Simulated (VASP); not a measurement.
The system is TiO2.

```xyz
6
Lattice="4.5998 0.0000 0.0000 0.0000 4.5998 0.0000 0.0000 0.0000 2.9592" Properties=species:S:1:pos:R:3 pbc="T T T"
Ti    2.2999    2.2999    0.0000
Ti    0.0000    0.0000    1.4796
O     3.2000    3.2000    1.4796
O     3.6997    0.9001    0.0000
O     0.9001    3.6997    0.0000
O     1.3998    1.3998    1.4796
```

The cell is a database's computed one.

* Program: VASP 6.6.1
* Task: relaxation of cell and atoms
* Functional: PBE
* Potentials or basis: VASP PAW PBE potentials, release 64 (Ti_sv, O)
* Cutoff: 600 eV
* k mesh: 7 × 7 × 10
* Occupations: gaussian, width 0.02 eV
* Spin: no spin polarisation

At the start: pressure 4.7 GPa; volume 10.44 Å³/atom.

Question: How do energy, volume and symmetry change on relaxing?

Answer: Over 5 steps the energy falls by 3.4 meV/atom and the volume is 10.67 Å³/atom (+2.2 %); space group P4_2/mnm (No. 136, to 0.05 Å).

The path:
```tsv
step	energy change (eV)	largest force (eV/Å)	pressure (GPa)	volume (Å³)
1	0.0000	0.0197	4.68	62.61
2	0.0067	0.1942	-5.06	65.42
3	-0.0182	0.0810	-0.02	63.88
4	-0.0201	0.0223	0.02	63.97
5	-0.0203	0.0050	0.03	64.01
```

Final structure:
```xyz
6
Lattice="4.6448 0.0000 0.0000 0.0000 4.6448 0.0000 0.0000 0.0000 2.9669" Properties=species:S:1:pos:R:3 pbc="T T T"
Ti    2.3224    2.3224    0.0000
Ti    0.0000    0.0000    1.4835
O     3.2280    3.2280    1.4835
O     3.7392    0.9056    2.9669
O     0.9056    3.7392    0.0000
O     1.4168    1.4168    1.4835
```
